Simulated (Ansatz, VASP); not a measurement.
# BeInCl3: VASP beside Ansatz

Aim: how closely do two programs agree when they are given the same cell, functional and k mesh? The cell is generated by rule, not measured, and may not be a known phase. The cell is taken from a series of runs on this material, whose earlier steps may have relaxed, scaled, displaced or heated it; both programs get it as it stands.

Program: Ansatz 0.2.0. Level of theory: plane waves, with VASP 6.6.1 beside it; zone-centre phonons at PBEsol. Results are calculated unless marked as measured.

The structure was built from a prototype and need not be the compound's stable phase.

## Step 1: Starting point

Symmetry: Pm-3m, No. 221, cubic system. The conventional cell has a = 4.586 Å, b = 4.586 Å, c = 4.586 Å, α = 90.00°, β = 90.00°, γ = 90.00°. In has 12 Cl at 3.24 Å nearest. Nearest to Be lie 6 Cl at 2.29 Å. Nearest to Cl lie 2 Be at 2.29 Å. Farther neighbours and most contacts between anions are not listed.

## Step 2: VASP: zone-centre phonons, PBEsol

Second derivatives magnify differences that forces hide, and they need a tight electronic threshold.

Lines of VASP's logs that name or quote its potential files are left out, and so is its time.

Input file INCAR:

```
SYSTEM = BeInCl3
PREC = Accurate
ENCUT = 600
EDIFF = 1E-08
NELM = 120
ISMEAR = 0
SIGMA = 0.01
LREAL = .FALSE.
ALGO = Normal
GGA = PS
NBANDS = 24
LORBIT = 11
LWAVE = .FALSE.
LCHARG = .FALSE.
ISIF = 2
IBRION = 8
LEPSILON = .TRUE.
LASPH = .TRUE.
GGA_COMPAT = .FALSE.
EFERMI = MIDGAP
KPAR = 2
```

Input file POSCAR:

```
BeInCl3
1.0
    4.5855702569      0.0000000000      0.0000000000
    0.0000000000      4.5855702569      0.0000000000
    0.0000000000      0.0000000000      4.5855702569
In Be Cl
1 1 3
Direct
    0.0000000000      0.0000000000      0.0000000000
    0.5000000000      0.5000000000      0.5000000000
    0.5000000000      0.5000000000      0.0000000000
    0.5000000000      0.0000000000      0.5000000000
    0.0000000000      0.5000000000      0.5000000000
```

Input file KPOINTS:

```
Automatic mesh
0
Gamma
8 8 8
0 0 0
```

The projector-augmented-wave data sets are In_d, Be and Cl (PBE family, release 64).

Run with:

```bash
> mpirun -np 2 vasp_std
```

Numbers of over 12 decimals in the logs are rounded to 6 here.

What it wrote:

```text
[banner, memory and clock lines left out]
running    2 mpi-ranks, on    1 nodes
 distrk:  each k-point on    1 cores,    2 groups
 distr:  one band on    1 cores,    1 groups

 POSCAR found type information on POSCAR InBeCl
 POSCAR found :  3 types and       5 ions
|                                                                             |
|               ----> ADVICE to this user running VASP <----                  |
|                                                                             |
|     You enforced a specific xc type in the INCAR file but a different       |
|     [... a line on the potential file left out ...]
|     I HOPE YOU KNOW WHAT YOU ARE DOING!                                     |
|                                                                             |

 LDA part: xc-table for (Slater+PW92), standard interpolation
 POSCAR, INCAR and KPOINTS ok, starting setup
 FFT: planning ... GRIDC
 FFT: planning ... GRID_SOFT
 FFT: planning ... GRID
 WAVECAR not read
 entering main loop
       N       E                     dE             d eps       ncg     rms          rms(c)
DAV:   1     0.346584990257E+03    0.34658E+03   -0.17616E+04  1680   0.173E+03
DAV:   2     0.329105751984E+02   -0.31367E+03   -0.30012E+03  1800   0.419E+02
DAV:   3    -0.157872061559E+02   -0.48698E+02   -0.47343E+02  2264   0.150E+02
DAV:   4    -0.177846167687E+02   -0.19974E+01   -0.19922E+01  2032   0.324E+01
DAV:   5    -0.178637548525E+02   -0.79138E-01   -0.79127E-01  2608   0.685E+00    0.678E+00
DAV:   6    -0.175954938224E+02    0.26826E+00   -0.50586E-01  2176   0.453E+00    0.431E+00
DAV:   7    -0.175733694170E+02    0.22124E-01   -0.18054E-01  2480   0.252E+00    0.159E+00
DAV:   8    -0.175722032535E+02    0.11662E-02   -0.19634E-02  2000   0.105E+00    0.196E-01
DAV:   9    -0.175721534323E+02    0.49821E-04   -0.11043E-03  2472   0.288E-01    0.102E-01
DAV:  10    -0.175721855592E+02   -0.32127E-04   -0.13656E-04  2128   0.670E-02    0.512E-02
DAV:  11    -0.175721802585E+02    0.53007E-05   -0.36469E-05  2248   0.512E-02    0.820E-03
DAV:  12    -0.175721800215E+02    0.23695E-06   -0.31138E-06  2072   0.122E-02    0.475E-03
DAV:  13    -0.175721800811E+02   -0.59624E-07   -0.12133E-07  2208   0.250E-03    0.255E-03
DAV:  14    -0.175721801529E+02   -0.71734E-07   -0.86324E-08  2200   0.273E-03    0.634E-04
DAV:  15    -0.175721801699E+02   -0.17014E-07   -0.73298E-09  1384   0.746E-04    0.869E-05
DAV:  16    -0.175721801689E+02    0.94906E-09   -0.13533E-09  1160   0.529E-04
   1 F= -.17572180E+02 E0= -.17572180E+02  d E =0.000000E+00
 Linear response reoptimize wavefunctions to high precision
DAV:   1    -0.175721801706E+02   -0.16971E-08   -0.53070E-10  1264   0.273E-04
DAV:   2    -0.175721801707E+02   -0.10778E-09   -0.23374E-10  1120   0.155E-04
DAV:   3    -0.175721801707E+02    0.23192E-10   -0.85248E-11  1104   0.924E-05
 Linear response G [H, r] |phi>, progress :
  Direction:   1
       N       E                     dE             d eps       ncg     rms
RMM:   1    -0.136337934095E+03   -0.13634E+03   -0.16681E+01  3303   0.104E+02
RMM:   2    -0.124548180350E+03    0.11790E+02   -0.17018E+01  2927   0.268E+01
RMM:   3    -0.124953744168E+03   -0.40556E+00   -0.15481E+00  3011   0.888E+00
RMM:   4    -0.124966749684E+03   -0.13006E-01   -0.23740E-01  3059   0.330E+00
RMM:   5    -0.124971128340E+03   -0.43787E-02   -0.50646E-02  3172   0.126E+00
RMM:   6    -0.124971144676E+03   -0.16336E-04   -0.10714E-02  3254   0.573E-01
RMM:   7    -0.124971481023E+03   -0.33635E-03   -0.27127E-03  3300   0.194E-01
RMM:   8    -0.124971375741E+03    0.10528E-03   -0.51120E-04  3344   0.822E-02
RMM:   9    -0.124971394509E+03   -0.18768E-04   -0.45221E-04  3332   0.383E-02
RMM:  10    -0.124971362673E+03    0.31836E-04   -0.96028E-05  3267   0.200E-02
RMM:  11    -0.124971361725E+03    0.94814E-06   -0.55411E-05  3019   0.103E-02
RMM:  12    -0.124971365199E+03   -0.34738E-05   -0.11772E-04  2673   0.660E-03
RMM:  13    -0.124971357717E+03    0.74824E-05   -0.26433E-05  2429   0.492E-03
RMM:  14    -0.124971359233E+03   -0.15159E-05   -0.55412E-05  2270   0.410E-03
RMM:  15    -0.124971358757E+03    0.47579E-06   -0.40401E-05  2206   0.375E-03
RMM:  16    -0.124971358933E+03   -0.17573E-06   -0.67927E-05  2170   0.356E-03
RMM:  17    -0.124971358881E+03    0.51683E-07   -0.99049E-05  2142   0.347E-03
RMM:  18    -0.124971359003E+03   -0.12230E-06   -0.12668E-04  2127   0.339E-03
RMM:  19    -0.124971358389E+03    0.61414E-06   -0.10312E-04  2092   0.341E-03
 Linear response G [H, r] |phi>, progress :
  Direction:   2
       N       E                     dE             d eps       ncg     rms
RMM:   1    -0.135865314020E+03   -0.13587E+03   -0.11659E+01  3341   0.105E+02
RMM:   2    -0.124781766254E+03    0.11084E+02   -0.16872E+01  2963   0.271E+01
[...]
RMM:   4    -0.133350975704E+01   -0.35180E-01   -0.11469E-01  6314   0.160E+00    0.511E-01
RMM:   5    -0.136088448439E+01   -0.27375E-01   -0.57404E-03  6466   0.498E-01    0.689E-02
RMM:   6    -0.136388956444E+01   -0.30051E-02   -0.88340E-04  6483   0.182E-01    0.442E-02
RMM:   7    -0.136493391868E+01   -0.10444E-02   -0.13303E-04  6690   0.728E-02    0.108E-02
RMM:   8    -0.136467690347E+01    0.25702E-03   -0.20765E-05  6495   0.303E-02    0.965E-03
[...]
Linear response progress:
  Degree of freedom:   1/  4
       N       E                     dE             d eps       ncg     rms          rms(c)
RMM:   1    -0.237352039485E+00   -0.23735E+00   -0.20474E-01  5076   0.295E+00
RMM:   2    -0.239630990963E+00   -0.22790E-02   -0.63519E-03  5626   0.547E-01    0.613E-02
RMM:   3    -0.239427569780E+00    0.20342E-03   -0.62848E-04  6101   0.150E-01    0.284E-02
RMM:   4    -0.239259927629E+00    0.16764E-03   -0.43401E-05  6179   0.461E-02    0.143E-02
RMM:   5    -0.239198163244E+00    0.61764E-04   -0.61932E-06  6326   0.167E-02    0.364E-03
RMM:   6    -0.239205824001E+00   -0.76608E-05   -0.61241E-07  6195   0.605E-03    0.738E-04
RMM:   7    -0.239211803155E+00   -0.59792E-05   -0.30428E-07  6484   0.286E-03    0.449E-04
RMM:   8    -0.239211571366E+00    0.23179E-06   -0.44344E-08  6514   0.138E-03    0.722E-05
RMM:   9    -0.239211628452E+00   -0.57086E-07   -0.40098E-08  6660   0.674E-04    0.873E-05
RMM:  10    -0.239211640365E+00   -0.11913E-07   -0.91516E-09  6713   0.330E-04    0.977E-05
RMM:  11    -0.239211736753E+00   -0.96387E-07   -0.26303E-09  6714   0.198E-04    0.143E-04
RMM:  12    -0.239211944022E+00   -0.20727E-06   -0.14024E-08  6787   0.994E-05    0.241E-04
RMM:  13    -0.239211649633E+00    0.29439E-06   -0.21632E-09  6728   0.798E-05    0.195E-04
RMM:  14    -0.239211660684E+00   -0.11051E-07    0.11128E-09  7151   0.490E-05    0.188E-04
RMM:  15    -0.239211803705E+00   -0.14302E-06   -0.48020E-10  6776   0.405E-05    0.189E-05
RMM:  16    -0.239211813383E+00   -0.96778E-08   -0.71209E-10  7068   0.270E-05    0.311E-05
 first order change of Fermi-energy   0.85502E-05
 force on displaced ion       1 direction 1 :  -0.793  -0.000  -0.000
 Born effective charge ion    1 direction 1 :   2.406   0.000   0.000
 Linear response progress:
  Degree of freedom:   2/  4
       N       E                     dE             d eps       ncg     rms          rms(c)
RMM:   1    -0.774720563814E-02   -0.77472E-02    0.57336E-03  7362   0.454E-01
RMM:   2    -0.765594230157E-02    0.91263E-04   -0.55640E-04  6498   0.143E-01    0.130E-01
RMM:   3    -0.760453709624E-02    0.51405E-04   -0.18866E-04  5858   0.724E-02    0.697E-02
RMM:   4    -0.768429727305E-02   -0.79760E-04   -0.20167E-04  6298   0.538E-02    0.109E-02
RMM:   5    -0.766411983589E-02    0.20177E-04   -0.60579E-05  6268   0.336E-02    0.100E-02
RMM:   6    -0.768003336053E-02   -0.15914E-04   -0.13596E-05  6007   0.162E-02    0.113E-03
RMM:   7    -0.767939216488E-02    0.64120E-06   -0.28206E-06  6794   0.783E-03    0.151E-03
RMM:   8    -0.767767194374E-02    0.17202E-05   -0.41210E-07  6390   0.362E-03    0.475E-04
RMM:   9    -0.767771747869E-02   -0.45535E-07   -0.76972E-08  6798   0.139E-03    0.704E-05
RMM:  10    -0.767751123970E-02    0.20624E-06   -0.91433E-09  6914   0.514E-04    0.866E-05
RMM:  11    -0.767756640597E-02   -0.55166E-07   -0.42105E-09  6567   0.202E-04    0.151E-05
RMM:  12    -0.767756938427E-02   -0.29783E-08   -0.79672E-09  6949   0.713E-05    0.436E-06
 first order change of Fermi-energy  -0.13001E-03
 force on displaced ion       2 direction 1 :   2.295   0.000  -0.000
 Born effective charge ion    2 direction 1 :   2.816   0.000   0.000
 Linear response progress:
  Degree of freedom:   3/  4
       N       E                     dE             d eps       ncg     rms          rms(c)
RMM:   1    -0.202687317461E+00   -0.20269E+00   -0.36232E-03 12396   0.203E+00
RMM:   2    -0.199715697344E+00    0.29716E-02   -0.10080E-02 10458   0.666E-01    0.586E-02
RMM:   3    -0.199998876812E+00   -0.28318E-03   -0.15109E-03 10776   0.241E-01    0.264E-02
RMM:   4    -0.200276013921E+00   -0.27714E-03   -0.18765E-04 10626   0.892E-02    0.139E-02
RMM:   5    -0.200453289108E+00   -0.17728E-03   -0.24414E-05 10215   0.300E-02    0.572E-03
RMM:   6    -0.200428306360E+00    0.24983E-04   -0.33014E-06 11071   0.112E-02    0.162E-03
RMM:   7    -0.200434311765E+00   -0.60054E-05   -0.36838E-07 11137   0.364E-03    0.611E-04
RMM:   8    -0.200438724306E+00   -0.44125E-05   -0.80518E-08 10824   0.142E-03    0.149E-04
RMM:   9    -0.200437809318E+00    0.91499E-06   -0.14866E-08 11519   0.566E-04    0.694E-05
RMM:  10    -0.200438294920E+00   -0.48560E-06   -0.71395E-09 11466   0.216E-04    0.155E-05
RMM:  11    -0.200438206116E+00    0.88803E-07    0.23213E-08 11860   0.103E-04    0.823E-06
RMM:  12    -0.200438157971E+00    0.48145E-07   -0.64563E-08 11246   0.597E-05    0.188E-06
RMM:  13    -0.200438166081E+00   -0.81093E-08   -0.65077E-08  9976   0.444E-05    0.110E-06
 first order change of Fermi-energy   0.64920E-04
 force on displaced ion       3 direction 1 :  -2.598   0.000   0.000
 Born effective charge ion    3 direction 1 :  -1.384   0.000   0.000
 Linear response progress:
  Degree of freedom:   4/  4
       N       E                     dE             d eps       ncg     rms          rms(c)
RMM:   1    -0.203675659285E+00   -0.20368E+00    0.31708E-02  7182   0.207E+00
RMM:   2    -0.201674228444E+00    0.20014E-02   -0.53183E-03  5938   0.504E-01    0.175E-01
RMM:   3    -0.202272456494E+00   -0.59823E-03   -0.11673E-03  6175   0.237E-01    0.723E-02
RMM:   4    -0.202907857106E+00   -0.63540E-03   -0.48939E-04  6131   0.114E-01    0.142E-02
RMM:   5    -0.202839268092E+00    0.68589E-04   -0.56233E-05  6639   0.487E-02    0.742E-03
RMM:   6    -0.202819913121E+00    0.19355E-04   -0.10046E-05  6585   0.183E-02    0.328E-03
RMM:   7    -0.202852479057E+00   -0.32566E-04   -0.17102E-06  6348   0.722E-03    0.240E-03
RMM:   8    -0.202854908255E+00   -0.24292E-05   -0.18042E-07  6677   0.266E-03    0.470E-04
RMM:   9    -0.202853210701E+00    0.16976E-05   -0.25057E-08  6863   0.981E-04    0.203E-04
RMM:  10    -0.202853694666E+00   -0.48396E-06   -0.30355E-10  6869   0.385E-04    0.847E-05
RMM:  11    -0.202853733725E+00   -0.39060E-07    0.77067E-09  6959   0.174E-04    0.175E-05
RMM:  12    -0.202853533927E+00    0.19980E-06   -0.73644E-09  6412   0.964E-05    0.660E-06
RMM:  13    -0.202853588973E+00   -0.55046E-07   -0.94849E-08  6912   0.640E-05    0.255E-06
RMM:  14    -0.202853608656E+00   -0.19683E-07   -0.64863E-08  6149   0.533E-05    0.151E-06
RMM:  15    -0.202853612676E+00   -0.40208E-08   -0.54697E-08  5240   0.494E-05    0.286E-07
 first order change of Fermi-energy   0.11885E-03
 force on displaced ion       3 direction 3 :   0.000  -0.000  -2.698
 Born effective charge ion    3 direction 3 :   0.000   0.000  -2.455
 Born effective charges drift removed
 Linear response finished
```

(Part 1 of 3 ends here.)

[Lines on the potential files, build, host, timing and source positions are cut from VASP's logs without a mark.]

[Logs are printed without paths, hosts, clocks, repeated set-up lines and the standing remarks that a program may print on its own settings, such as how far it seeks lower states.]

[Hosts, paths, dates, database ids (printed as entryN), source tags and the programs' standing remarks are cut or masked in the printed files.]
